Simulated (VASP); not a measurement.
# Y3F (P6/mmm) in VASP: further runs

The runs below take Y3F through band structure, with BLYP, AM05, PW91, r2SCAN, SCAN.

All numbers are computed with VASP 6.6.1; they aren't measurements. Logs are shortened: lines on timing, memory, paths and dates and some standing lists are left out, and cuts for length are marked.

**1. The crystal as given**

The structure is hexagonal, space group P6/mmm (No. 191). The conventional cell has a = 6.267 Å, b = 6.267 Å, c = 3.362 Å, α = 90.00°, β = 90.00°, γ = 120.00°. Around Y (site symmetry mmm) lie 6 Y at 3.13 to 3.36 Å and 2 F at 3.13 Å. F (site symmetry 6/mmm) has 6 Y at 3.13 Å and 2 F at 3.36 Å as nearest neighbours.

The cell was built by a generator and needn't be a form met in nature.

**2. Band structure, BLYP**

Input file INCAR:

```
PREC = Accurate
ENCUT = 520
EDIFF = 1E-6
ISMEAR = -1
SIGMA = 0.05
LREAL = F
LASPH = T
NELM = 80
ALGO = Fast
ISIF = 2
LWAVE = F
LCHARG = F
LMAXMIX = 4
GGA = B5
ALDAX = 1.0
AGGAX = 1.0
AGGAC = 1.0
ALDAC = 0.0
```

Input file KPOINTS:

```
regular mesh
0
Gamma
  4 4 6
```

Input file POSCAR:

```
Y3F
1.0
    6.2666500000      0.0000000000      0.0000000000
   -3.1333300000      5.4270800000      0.0000000000
    0.0000000000      0.0000000000      3.3619900000
Y F
3 1
Direct
    0.5000000000      0.0000000000      0.0000000000
    0.0000000000      0.5000000000      0.0000000000
    0.5000000000      0.5000000000      0.0000000000
    0.0000000000      0.0000000000      0.0000000000
```

Input file KPOINTS_OPT:

```
path GMKGALHA,LM,KH
10
line-mode
reciprocal
 0.0000000000  0.0000000000  0.0000000000  G
 0.5000000000  0.0000000000  0.0000000000  M

 0.5000000000  0.0000000000  0.0000000000  M
 0.3333333333  0.3333333333  0.0000000000  K

 0.3333333333  0.3333333333  0.0000000000  K
 0.0000000000  0.0000000000  0.0000000000  G

 0.0000000000  0.0000000000  0.0000000000  G
 0.0000000000  0.0000000000  0.5000000000  A

 0.0000000000  0.0000000000  0.5000000000  A
 0.5000000000  0.0000000000  0.5000000000  L

 0.5000000000  0.0000000000  0.5000000000  L
 0.3333333333  0.3333333333  0.5000000000  H

 0.3333333333  0.3333333333  0.5000000000  H
 0.0000000000  0.0000000000  0.5000000000  A

 0.5000000000  0.0000000000  0.5000000000  L
 0.5000000000  0.0000000000  0.0000000000  M

 0.3333333333  0.3333333333  0.0000000000  K
 0.3333333333  0.3333333333  0.5000000000  H
```

Potentials or basis: VASP PAW PBE potentials, release 64 (Y_sv, F).

Command:

```bash
> cat potpaw_PBE.64/Y_sv/POTCAR potpaw_PBE.64/F/POTCAR > POTCAR
> mpirun -np 1 vasp_std > vasp.out
```

OUTCAR:

```text
PREC = Accurate
   ENCUT = 520
   EDIFF = 1E-6
   ISMEAR = -1
   LREAL = F
   LASPH = T
   NELM = 80
   ISIF = 2
   GGA = B5

 ion  position               nearest neighbor table
   1  0.500  0.000  0.000-   2 3.13   2 3.13   3 3.13   3 3.13
   2  0.000  0.500  0.000-   1 3.13   1 3.13   3 3.13   3 3.13
   3  0.500  0.500  0.000-   2 3.13   2 3.13   1 3.13   1 3.13
   4  0.000  0.000  0.000-

  LATTYP: Found a hexagonal cell.
 ALAT       =     6.2666500000
 C/A-ratio  =     0.5364891928

  Lattice vectors:

 A1 = (   6.2666500000,   0.0000000000,   0.0000000000)
 A2 = (  -3.1333300000,   5.4270800000,   0.0000000000)
 A3 = (   0.0000000000,   0.0000000000,   3.3619900000)

Analysis of symmetry for initial positions (statically):
=====================================================================
 Subroutine PRICEL returns:
 Original cell was already a primitive cell.

 Routine SETGRP: Setting up the symmetry group for a
 hexagonal supercell.

 Subroutine GETGRP returns: Found 24 space group operations
 (whereof 24 operations were pure point group operations)
 out of a pool of 24 trial point group operations.

The static configuration has the point symmetry D_6h.

Analysis of symmetry for dynamics (positions and initial velocities):
=====================================================================
 Subroutine PRICEL returns:
 Original cell was already a primitive cell.

 Routine SETGRP: Setting up the symmetry group for a
 hexagonal supercell.

 Subroutine GETGRP returns: Found 24 space group operations
 (whereof 24 operations were pure point group operations)
 out of a pool of 24 trial point group operations.

The dynamic configuration has the point symmetry D_6h.

 Subroutine INISYM returns: Found 24 space group operations
 (whereof 24 operations are pure point group operations),
 and found     1 'primitive' translations

----------------------------------------------------------------------------------------

                                     Primitive cell

  volume of cell :     114.3400

  direct lattice vectors                    reciprocal lattice vectors
     6.266650000  0.000000000  0.000000000     0.159574892  0.092130722  0.000000000
    -3.133330000  5.427080000  0.000000000     0.000000000  0.184261150  0.000000000
     0.000000000  0.000000000  3.361990000     0.000000000  0.000000000  0.297442884

  length of vectors
     6.266650000  6.266654148  3.361990000     0.184261272  0.184261150  0.297442884

  position of ions in fractional coordinates (direct lattice)
     0.500000000  0.000000000  0.000000000
     0.000000000  0.500000000  0.000000000
     0.500000000  0.500000000  0.000000000
     0.000000000  0.000000000  0.000000000

  ion indices of the primitive-cell ions
   primitive index   ion index
                 1           1
                 2           2
                 3           3
                 4           4

----------------------------------------------------------------------------------------

 KPOINTS: regular mesh

Automatic generation of k-mesh.
 Grid dimensions read from file:
 generate k-points for:    4    4    6

 Generating k-lattice:

  Cartesian coordinates                     Fractional coordinates (reciprocal lattice)
     0.039893723  0.023032680  0.000000000     0.250000000  0.000000000  0.000000000
     0.000000000  0.046065287  0.000000000     0.000000000  0.250000000  0.000000000
     0.000000000  0.000000000  0.049573814     0.000000000  0.000000000  0.166666667

  Length of vectors
     0.046065318  0.046065287  0.049573814

  Shift w.r.t. Gamma in fractional coordinates (k-lattice)
     0.000000000  0.000000000  0.000000000

 Subroutine IBZKPT returns following result:
 ===========================================

 Found     16 irreducible k-points:

 Following reciprocal coordinates:
            Coordinates               Weight
  0.000000  0.000000  0.000000      1.000000
  0.250000  0.000000  0.000000      6.000000
  0.500000  0.000000  0.000000      3.000000
  0.250000  0.250000  0.000000      6.000000
  0.000000  0.000000  0.166667      2.000000
  0.250000  0.000000  0.166667     12.000000
[... 8 lines left out ...]
  0.500000  0.000000  0.500000      3.000000
  0.250000  0.250000  0.500000      6.000000
   k-points           NKPTS =     16   k-points in BZ     NKDIM =     16   number of bands    NBANDS=     24
   number of dos      NEDOS =    301   number of ions     NIONS =      4
   total plane-waves  NPLWV =  64512
   dimension x,y,z NGX =    48 NGY =   48 NGZ =   28
   dimension x,y,z NGXF=    96 NGYF=   96 NGZF=   56
   ions per type =               3   1
   NGX,Y,Z   is equivalent  to a cutoff of  12.73, 12.73, 13.85 a.u.
   NGXF,Y,Z  is equivalent  to a cutoff of  25.47, 25.47, 27.69 a.u.
 SYSTEM =  unknown system
   PREC   = accura    normal or accurate (medium, high low for compatibility)
   ISTART =      0    job   : 0-new  1-cont  2-samecut
   ICHARG =      2    charge: 1-file 2-atom 10-const
   ISPIN  =      1    spin polarized calculation?
   LNONCOLLINEAR =      F non collinear calculations
   LSORBIT =      F    spin-orbit coupling
   LASPH  =      T    aspherical Exc in radial PAW
   ENCUT  =  520.0 eV  38.22 Ry    6.18 a.u.  11.65 11.65  6.25*2*pi/ulx,y,z
   NELM   =     80;   NELMIN=  2; NELMDL= -5     # of ELM steps
   EDIFF  = 0.1E-05   stopping-criterion for ELM
   LREAL  =      F    real-space projection
   EDIFFG = 0.1E-04   stopping-criterion for IOM
   NSW    =      0    number of steps for IOM
   IBRION =     -1    ionic relax: 0-MD 1-quasi-New 2-CG
   NFREE  =      0    steps in history (QN), initial steepest desc. (CG)
   ISIF   =      2    stress and relaxation
   ISYM   =      2    0-nonsym 1-usesym 2-fastsym
   POTIM  = 0.5000    time-step for ionic-motion
   TEBEG  =    0.0;   TEEND  =   0.0 temperature during run
   PSTRESS=    0.0 pullay stress
   NELECT =      40.0000    total number of electrons
   NUPDOWN=      -1.0000    fix difference up-down
   EMIN   =  10.00;   EMAX   =-10.00  energy-range for DOS
   EFERMI =   0.00;   METHOD = LEGACY
   ISMEAR =    -1;   SIGMA  =   0.05  broadening in eV -4-tet -1-fermi 0-gaus
   EFERMI_NEDOS =   21; number of points for ismear=-14 and -15
   IALGO  =     68    algorithm
   IMIX   =      4    mixing-type and parameters
     AMIX     =   0.40;   BMIX     =  1.00
     AMIX_MAG =   1.60;   BMIX_MAG =  1.00
  volume/ion in A,a.u.               =      28.58       192.90
  Fermi-wavevector in a.u.,A,eV,Ry     =   1.153530  2.179855 18.104332  1.330631
  Thomas-Fermi vector in A             =   2.290173
   LORBIT       =      0    0 simple, 1 ext, 2 COOP (PROOUT), +10 PAW based schemes
   GGA     = B5    functional components
   LHFCALC =     F    Hartree Fock is set to
   AEXX    =    0.0000 exact exchange contribution
   IVDW    =     0    specifies the selected vdW correction
   LEPSILON=     F    determine dielectric tensor
   LRPA    =     F    only Hartree local field effects (RPA)
 non-spin polarized calculation
 RMM-DIIS sequential band-by-band and
  energy-cutoff  :      520.00
  volume of cell :      114.34
 maximum number of plane-waves:      3108
 NGX is ok and might be reduce to    48
   NGX = 23   NGY = 23   NGZ = 13

 number of electron      39.9999992 magnetization

 Free energy of the ion-electron system (eV)
  ---------------------------------------------------
  ext. energy  EPLUGINS =         0.00000000
  ---------------------------------------------------
  free energy    TOTEN  =       -19.17016777 eV

  energy without entropy =      -19.11604452  energy(sigma->0) =      -19.14310614

 E-fermi :   2.9361     XC(G=0):  -8.5367

 val. band max:        2.9111364265   @ k =   0.0000   0.0000   0.0000
 cond. band min:       2.9589648047   @ k =   0.2500   0.2500   0.0000
 fundamental gap:      0.0478283782
 Fermi energy:         2.9360898733

 k-point     1 :       0.0000    0.0000    0.0000
  band No.  band energies     occupation
      1     -40.0440      2.00000
      2     -39.8850      2.00000
      3     -39.8850      2.00000
      4     -20.7645      2.00000
      5     -20.4493      2.00000
      6     -20.4493      2.00000
[... 16 lines left out ...]
     23       3.1592      0.02281
     24       4.6284      0.00000

 k-point     2 :       0.2500    0.0000    0.0000
  band No.  band energies     occupation
      1     -40.0241      2.00000
      2     -39.9056      2.00000
      3     -39.8851      2.00000
      4     -20.6453      2.00000
      5     -20.4362      2.00000
      6     -20.3582      2.00000
[... 16 lines left out ...]
     23       3.2788      0.00211
     24       4.3970      0.00000

 k-point     3 :       0.5000    0.0000    0.0000
  band No.  band energies     occupation
      1     -39.9917      2.00000
      2     -39.9388      2.00000
      3     -39.8851      2.00000
      4     -20.5670      2.00000
      5     -20.2331      2.00000
      6     -20.1736      2.00000
[... 16 lines left out ...]
     23       3.8762      0.00000
     24       4.0468      0.00000

 k-point     4 :       0.2500    0.2500    0.0000
  band No.  band energies     occupation
      1     -39.9917      2.00000
      2     -39.9387      2.00000
      3     -39.8852      2.00000
      4     -20.4670      2.00000
      5     -20.4306      2.00000
      6     -20.1467      2.00000
[... 16 lines left out ...]
     23       3.7204      0.00000
     24       3.9967      0.00000

 k-point     5 :       0.0000    0.0000    0.1667
  band No.  band energies     occupation
      1     -40.0319      2.00000
      2     -39.8738      2.00000
      3     -39.8738      2.00000
      4     -20.7440      2.00000
      5     -20.4326      2.00000
      6     -20.4326      2.00000
[... 235 lines left out ...]
 k-point    14 :       0.2500    0.0000    0.5000
  band No.  band energies     occupation
      1     -39.9760      2.00000
      2     -39.8600      2.00000
      3     -39.8398      2.00000
      4     -20.5663      2.00000
      5     -20.3679      2.00000
      6     -20.3176      2.00000
[... 16 lines left out ...]
     23       3.4527      0.00007
     24       4.0735      0.00000

 k-point    15 :       0.5000    0.0000    0.5000
  band No.  band energies     occupation
      1     -39.9442      2.00000
      2     -39.8925      2.00000
      3     -39.8399      2.00000
      4     -20.4929      2.00000
      5     -20.2764      2.00000
      6     -20.2096      2.00000
[... 16 lines left out ...]
     23       4.0294      0.00000
     24       4.3884      0.00000

 k-point    16 :       0.2500    0.2500    0.5000
  band No.  band energies     occupation
      1     -39.9442      2.00000
      2     -39.8924      2.00000
      3     -39.8399      2.00000
      4     -20.3945      2.00000
      5     -20.3621      2.00000
      6     -20.2766      2.00000
[... 16 lines left out ...]
     23       4.2055      0.00000
     24       4.5569      0.00000

------------------------ aborting loop because EDIFF is reached ----------------------------------------

  FORCE on cell =-STRESS in cart. coord.  units (eV):
  Direction    XX          YY          ZZ          XY          YZ          ZX
  --------------------------------------------------------------------------------------
  -------------------------------------------------------------------------------------
  Total        0.9157223      0.9157230      0.6605840     -0.0000008      0.0000000      0.0000000
  in kB       12.8314669     12.8314759      9.2563667     -0.0000118      0.0000000      0.0000000
  external PRESSURE =      11.6397698 kB  Pullay stress =       0.0000000 kB

 VOLUME and BASIS-vectors are now :
 -----------------------------------------------------------------------------
  energy-cutoff  :      520.00
  volume of cell :      114.34
      direct lattice vectors                 reciprocal lattice vectors
     6.266650000  0.000000000  0.000000000     0.159574892  0.092130722  0.000000000
    -3.133330000  5.427080000  0.000000000     0.000000000  0.184261150  0.000000000
     0.000000000  0.000000000  3.361990000     0.000000000  0.000000000  0.297442884

 POSITION                                       TOTAL-FORCE (eV/Angst)
 -----------------------------------------------------------------------------------
      3.13333      0.00000      0.00000         0.000000      0.000000      0.000000
     -1.56666      2.71354      0.00000         0.000000      0.000000      0.000000
      1.56666      2.71354      0.00000        -0.000000      0.000000      0.000000
      0.00000      0.00000      0.00000         0.000000      0.000000      0.000000
 -----------------------------------------------------------------------------------
    total drift:                               -0.000000      0.000000      0.000000

  FREE ENERGIE OF THE ION-ELECTRON SYSTEM (eV)
  ---------------------------------------------------
  free  energy   TOTEN  =       -19.1701677657 eV

  energy  without entropy=      -19.1160445158  energy(sigma->0) =      -19.14310614
```

Run time: 2.1 min. Hardware: 1 thread of Intel Xeon 6975P-C (Granite Rapids), shared host; peak memory 0.28 GiB.

Results:

```yaml
Free_energy: -19.1702 eV
Pressure: 1.2 GPa
Band_gap_along_the_path: none (metal or under the smearing width)
```

Levels at the corners of the path, in eV from the Fermi level:
```csv
point,band 17,band 18,band 19,band 20,band 21,band 22,band 23,band 24
Γ,-3.59,-1.22,-1.06,-1.06,-0.02,0.22,0.22,1.69
M,-2.66,-1.79,-0.42,-0.33,0.22,0.68,0.94,1.11
M,-2.66,-1.79,-0.42,-0.33,0.22,0.68,0.94,1.11
K,-2.14,-2.14,-0.59,0.15,0.16,0.16,1.31,1.32
K,-2.14,-2.14,-0.59,0.15,0.16,0.16,1.31,1.32
Γ,-3.59,-1.22,-1.06,-1.06,-0.02,0.22,0.22,1.69
Γ,-3.59,-1.22,-1.06,-1.06,-0.02,0.22,0.22,1.70
A,-2.11,-1.89,-0.64,-0.64,-0.09,-0.09,0.64,0.67
A,-2.11,-1.89,-0.64,-0.64,-0.09,-0.09,0.64,0.67
L,-1.47,-0.70,-0.60,-0.25,0.24,0.97,1.09,1.46
L,-1.47,-0.70,-0.60,-0.25,0.24,0.97,1.09,1.45
H,-1.06,-1.06,-0.30,0.30,0.30,0.74,0.74,0.78
H,-1.06,-1.06,-0.30,0.30,0.30,0.74,0.74,0.78
A,-2.11,-1.89,-0.64,-0.64,-0.09,-0.09,0.64,0.67
L,-1.47,-0.70,-0.60,-0.25,0.24,0.97,1.09,1.45
M,-2.66,-1.79,-0.42,-0.33,0.22,0.68,0.94,1.11
K,-2.14,-2.14,-0.59,0.15,0.16,0.16,1.31,1.32
H,-1.06,-1.06,-0.30,0.30,0.30,0.74,0.74,0.78
```

Caveat: the PAW data sets were made with another functional, which shifts forces and pressure a little.

**3. Band structure, AM05**

INCAR: that of step 2 with these lines changed.

```diff
@@ -13,6 +13,2 @@
 LMAXMIX = 4
-GGA = B5
-ALDAX = 1.0
-AGGAX = 1.0
-AGGAC = 1.0
-ALDAC = 0.0
+GGA = AM
```

KPOINTS is that of step 2.

POSCAR is that of step 2.

KPOINTS_OPT is that of step 2.

Potentials or basis: VASP PAW PBE potentials, release 64 (Y_sv, F).

Command:

```bash
> cat potpaw_PBE.64/Y_sv/POTCAR potpaw_PBE.64/F/POTCAR > POTCAR
> mpirun -np 1 vasp_std > vasp.out
```

It took 1.8 min on 1 thread of Intel Xeon 6975P-C (Granite Rapids), shared host; peak memory 0.28 GiB.

Results (log left out):

| Quantity | Value |
| --- | --- |
| Free energy | -21.8419 eV |
| Pressure | -1.7 GPa |
| Band gap along the path | none (metal or under the smearing width) |

Levels at the corners of the path, in eV from the Fermi level:
```
point  band 17  band 18  band 19  band 20  band 21  band 22  band 23  band 24
    Γ    -3.30    -1.23    -1.08    -1.08    -0.01     0.29     0.29     1.50
    M    -2.73    -1.90    -0.38    -0.33     0.22     0.61     0.91     1.10
    M    -2.73    -1.90    -0.38    -0.33     0.22     0.61     0.91     1.10
    K    -2.21    -2.21    -0.66     0.17     0.18     0.18     1.28     1.30
    K    -2.21    -2.21    -0.66     0.17     0.18     0.18     1.28     1.30
    Γ    -3.30    -1.23    -1.08    -1.08    -0.01     0.29     0.29     1.50
    Γ    -3.30    -1.23    -1.08    -1.08    -0.01     0.29     0.29     1.50
    A    -2.14    -1.96    -0.64    -0.64    -0.06    -0.06     0.48     0.67
    A    -2.14    -1.96    -0.64    -0.64    -0.06    -0.06     0.48     0.67
    L    -1.51    -0.74    -0.69    -0.26     0.23     1.00     1.14     1.37
    L    -1.51    -0.74    -0.69    -0.26     0.23     1.00     1.14     1.37
    H    -1.11    -1.11    -0.29     0.25     0.25     0.74     0.74     0.82
    H    -1.11    -1.11    -0.29     0.25     0.25     0.74     0.74     0.82
    A    -2.14    -1.96    -0.64    -0.64    -0.06    -0.06     0.48     0.67
    L    -1.51    -0.74    -0.69    -0.26     0.23     1.00     1.14     1.37
    M    -2.73    -1.90    -0.38    -0.33     0.22     0.61     0.91     1.10
    K    -2.21    -2.21    -0.66     0.17     0.18     0.18     1.28     1.30
    H    -1.11    -1.11    -0.29     0.25     0.25     0.74     0.74     0.82
```

Caveat: the PAW data sets were made with another functional, which shifts forces and pressure a little.

(Part 1 of 2 ends here.)
